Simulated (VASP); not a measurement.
# Au (Gold): the relaxed cell at several levels

Aim: relax Au (Gold) at several levels and hold each cell against experiment. The levels: PBE, LDA, r2SCAN and PBE + D3(BJ). The start is a cell from a database of measured crystal structures.

Calculated with VASP 6.6.1; PBE; plane waves and PAW (Au), in the first sound run; inputs show where later runs differ.

**What experiment says.**

For Au, fcc (bulk gold, literature value, 298 K), “Mechanisms for carbon adsorption on Au(110)-(2*1): A work function analysis” (2018, arxiv:1805.06931) quotes earlier work: lattice constant a (cubic lattice constant) 4.078 Å [Literature room-temperature value quoted in the computational methods part; includes …].

This is a report of a sequence of runs, with most program output left out.

The database entry behind the starting cell differs from later determinations by our own check (about 0.15 % short), so it need not match the best structure at ambient conditions.

## (1) Starting point

Before any relaxation, the start is as follows. It takes space group Fm-3m (No. 225, cubic). The conventional cell has a = 4.072 Å, b = 4.072 Å, c = 4.072 Å, α = 90.00°, β = 90.00°, γ = 90.00°. Nearest to Au lie 12 Au at 2.88 Å.

## (2) Relaxation with PBE

The start need not lie at this functional's minimum. ISIF = 3 frees volume, shape and positions, and EDIFFG sets the threshold on forces and stress at which the search stops. PBE, the usual starting point, adds the gradient of the density.

INCAR

```
SYSTEM = Au
PREC = Accurate
ENCUT = 520
EDIFF = 1E-06
NELM = 100
ISMEAR = -1
SIGMA = 0.05
LREAL = .FALSE.
ALGO = Normal
GGA = PE
NBANDS = 11
LASPH = .TRUE.
LORBIT = 11
LWAVE = .FALSE.
LCHARG = .FALSE.
KPAR = 2
IBRION = 2
NSW = 60
ISIF = 3
EDIFFG = -0.01
```

POSCAR

```
Au
1.0
    0.0000000000      2.0360000000      2.0360000000
    2.0360000000      0.0000000000      2.0360000000
    2.0360000000      2.0360000000      0.0000000000
Au
1
Direct
    0.0000000000      0.0000000000      0.0000000000
```

KPOINTS

```
Automatic mesh
0
Gamma
9 9 9
0 0 0
```

Potentials, in the order of the species: Au (PBE family, release 64).

Run with:

```console
> mpirun -np 2 vasp_std
```

Wall time 15 s (2 MPI ranks of Intel Xeon Platinum 8488C (Sapphire Rapids), shared host); peak memory 0.27 GiB.

This run has no spin polarisation. Its electron count is odd, so without a moment it is a metal by construction. The k-mesh is coarse for a metal. The run keeps the 48 symmetry operations of its start, so it cannot find a distortion of lower symmetry.

The steps of the relaxation:

```csv
step,energy less that of the first step (eV),largest force (eV/Å),pressure (GPa),volume (Å³)
1,0.0000,0.0000,10.13,16.88
2,0.0269,0.0000,-9.72,19.62
3,-0.0307,0.0000,-0.19,17.95
4,-0.0307,0.0000,-0.03,17.93
```

```csv
"conventional cell, symmetrised",before,after,change
a (Å),4.072,4.154,+2.0 %
b (Å),4.072,4.154,+2.0 %
c (Å),4.072,4.154,+2.0 %
volume (Å³/atom),16.88,17.93,+6.2 %
```

The relaxed structure:

```xyz
1
Lattice="0.0000 2.0772 2.0772 2.0772 0.0000 2.0772 2.0772 2.0772 0.0000" Properties=species:S:1:pos:R:3 pbc="T T T"
Au    0.0000    0.0000    0.0000
```

Numbers from this step:

```
electrons                       : 11
bands                           : 11
irreducible k-points            : 35
symmetry operations             : 48
free energy (TOTEN)             : -3.244 eV
energy at zero smearing         : -3.244 eV
Fermi energy                    : 8.81 eV
pressure                        : -0.02868 GPa
metallic                        : yes
SCF cycles over all ionic steps : 31
```

It ends with forces that vanish by symmetry and a pressure of -0.03 GPa. The volume lies +6.2 % from that of the database's start. The conventional cell has a = 4.154 Å.

## (3) Relaxation with LDA

This step: LDA; plane waves and PAW (Au) (VASP 6.6.1).

LDA, the lowest rung, knows the local density alone.

INCAR, as its differences from that of step 2:

```diff
@@ -9,3 +9,3 @@
 ALGO = Normal
-GGA = PE
+GGA = CA
 NBANDS = 11
```

POSCAR is that of step 2.

KPOINTS is that of step 2.

Run with:

```console
> mpirun -np 2 vasp_std
```

It took 12 s on 2 MPI ranks; peak memory 0.24 GiB; 22 s of CPU time.

The PAW data sets were made with PBE, though LDA sets exist; this is a small mismatch.

Step by step:

```csv
step,energy less that of the first step (eV),largest force (eV/Å),pressure (GPa),volume (Å³)
1,0.0000,0.0000,-2.47,16.88
2,0.0047,0.0000,5.18,16.25
3,-0.0017,0.0000,-0.02,16.66
```

```csv
"conventional cell, symmetrised",before,after,change
a (Å),4.072,4.054,-0.4 %
b (Å),4.072,4.054,-0.4 %
c (Å),4.072,4.054,-0.4 %
volume (Å³/atom),16.88,16.66,-1.3 %
```

Final coordinates:

```xyz
1
Lattice="0.0000 2.0271 2.0271 2.0271 0.0000 2.0271 2.0271 2.0271 0.0000" Properties=species:S:1:pos:R:3 pbc="T T T"
Au    0.0000    0.0000    0.0000
```

This step gave:

```yaml
free_energy_toten: -4.504 eV
energy_at_zero_smearing: -4.504 eV
fermi_energy: 9.456 eV
pressure: -0.02312 GPa
scf_cycles_over_all_ionic_steps: 24
```

It ends at 16.66 Å³/atom, -1.3 % from the start, with -0.02 GPa left. The conventional cell has a = 4.054 Å.

## (4) Relaxation with r2SCAN

This step: r2SCAN; plane waves and PAW (Au) (VASP 6.6.1).

r2SCAN adds the kinetic-energy density, costs more than a GGA and is run with LASPH.

INCAR, as its differences from that of step 3:

```diff
@@ -9,5 +9,5 @@
 ALGO = Normal
-GGA = CA
+METAGGA = R2SCAN
+LASPH = .TRUE.
 NBANDS = 11
-LASPH = .TRUE.
 LORBIT = 11
```

POSCAR is that of step 3.

KPOINTS is that of step 3.

Run with:

```console
> mpirun -np 2 vasp_std
```

It took 49 s on 2 MPI ranks; peak memory 0.28 GiB.

The PAW data sets were made with PBE, which is usual practice but a small mismatch for other functionals.

Step by step:

```csv
step,energy less that of the first step (eV),largest force (eV/Å),pressure (GPa),volume (Å³)
1,0.0000,0.0000,6.85,16.88
2,0.0187,0.0000,-8.25,18.71
3,-0.0136,0.0000,-0.05,17.56
```

```csv
"conventional cell, symmetrised",before,after,change
a (Å),4.072,4.126,+1.3 %
b (Å),4.072,4.126,+1.3 %
c (Å),4.072,4.126,+1.3 %
volume (Å³/atom),16.88,17.56,+4.0 %
```

The relaxed structure:

```xyz
1
Lattice="0.0000 2.0629 2.0629 2.0629 0.0000 2.0629 2.0629 2.0629 0.0000" Properties=species:S:1:pos:R:3 pbc="T T T"
Au    0.0000    0.0000    0.0000
```

It ends at 17.56 Å³/atom, +4.0 % from the start, with -0.05 GPa left. The conventional cell has a = 4.126 Å.

## (5) Relaxation with PBE + D3(BJ)

This step: PBE with D3(BJ); plane waves and PAW (Au) (VASP 6.6.1).

A dispersion term adds the long-range attraction that semilocal functionals lack. D3 with Becke-Johnson damping keeps a finite attraction at short range.

INCAR, as its differences from that of step 4:

```diff
@@ -9,5 +9,6 @@
 ALGO = Normal
-METAGGA = R2SCAN
+GGA = PE
+IVDW = 12
+NBANDS = 11
 LASPH = .TRUE.
-NBANDS = 11
 LORBIT = 11
```

POSCAR is that of step 4.

KPOINTS is that of step 4.

Run with:

```console
> mpirun -np 2 vasp_std
```

It took 12 s on 2 MPI ranks; peak memory 0.28 GiB; 23 s of CPU time.

Dispersion corrections of this kind ignore metallic screening and tend to overbind metals.

Relaxation path:

```csv
step,energy less that of the first step (eV),largest force (eV/Å),pressure (GPa),volume (Å³)
1,0.0000,0.0000,3.51,16.88
2,0.0056,0.0000,-4.94,17.80
3,-0.0036,0.0000,-0.02,17.22
```

```csv
"conventional cell, symmetrised",before,after,change
a (Å),4.072,4.100,+0.7 %
b (Å),4.072,4.100,+0.7 %
c (Å),4.072,4.100,+0.7 %
volume (Å³/atom),16.88,17.22,+2.0 %
```

The relaxed structure:

```xyz
1
Lattice="0.0000 2.0498 2.0498 2.0498 0.0000 2.0498 2.0498 2.0498 0.0000" Properties=species:S:1:pos:R:3 pbc="T T T"
Au    0.0000    0.0000    0.0000
```

It ends at 17.22 Å³/atom, +2.0 % from the start, with -0.02 GPa left. The conventional cell has a = 4.100 Å. Against plain PBE, the dispersion term moves a by -1.3 %.

## (6) The cells as a table

This step: relaxed cells at several levels; plane waves and PAW (VASP 6.6.1).

Derived from the runs above.

Lengths are those of the conventional cell; cost is the wall time of each run, as given at its step, times its ranks, without the set-up around it. Results by level, by row:

```csv
level,volume (Å³/atom),change from the start (%),a (Å),cost (core minutes)
PBE,17.93,6.2,4.154,0.513
LDA,16.66,-1.3,4.054,0.387
r2SCAN,17.56,4,4.126,1.64
PBE + D3(BJ),17.22,2,4.1,0.4
```

## (7) Outcome

```
volume, PBE          : 17.93 Å³/atom
volume, LDA          : 16.66 Å³/atom
volume, r2SCAN       : 17.56 Å³/atom
volume, PBE + D3(BJ) : 17.22 Å³/atom
```

In words: For Au (Gold) the levels give volumes between 16.66 Å³/atom (LDA) and 17.93 Å³/atom (PBE), a spread of 7.6 %, while the cost of the finished runs spans a factor of 4.2. Within 1 % of experiment on every length: LDA and PBE + D3(BJ). The nearest, PBE + D3(BJ), is among the cheap ones. Thermal and zero-point expansion, often some tenths of a per cent in length, bear on this order: with the measured lengths lowered by an assumed 0.4 % the nearest becomes LDA. The costs hold the number of ionic steps as well as the price of the functional. Adding D3(BJ) to PBE changes the volume by -3.9 % (a by -1.3 %). Pairwise corrections of the D and TS kind ignore the screening in a metal, so they may overbind here. Within 0.02 Å all end in space group Fm-3m; the runs can't lower the symmetry of the start. The k-sampling is coarse for a metal, so the Fermi level, pressures and the shape of the cell carry errors. Spin-orbit coupling is left out. Each is a single relaxation on the plane waves of the start cell, so larger changes of volume carry a basis-set error that was not tested here.

Computed beside measured:

```
              quantity  measured             PBE             LDA          r2SCAN    PBE + D3(BJ)
lattice constant a (Å)     4.078  4.154 (+1.9 %)  4.054 (-0.6 %)  4.126 (+1.2 %)  4.100 (+0.5 %)
```

Measured values from arxiv:1805.06931 (2018).

**Verdict.** For the lattice constant a, of the levels listed nearest comes PBE + D3(BJ) (+0.5 %, good agreement) and farthest PBE (+1.9 %, a clear miss). The grades are ours: good and fair within 0.7 and 1.5 % for the lattice constant a. Zero-point motion and thermal expansion (measured at up to 298 K) are not in the computed lattice constants.

[Lines on the potential files, build, host, timing and source positions are cut from VASP's logs without a mark.]

[Logs are printed without paths, hosts, clocks, repeated set-up lines and the standing remarks that a program may print on its own settings, such as how far it seeks lower states.]

[Hosts, paths, dates, database ids (printed as entryN), source tags and the programs' standing remarks are cut or masked in the printed files.]

[A measured line is paired with the nearest computed mode of its activity, which favours agreement.]
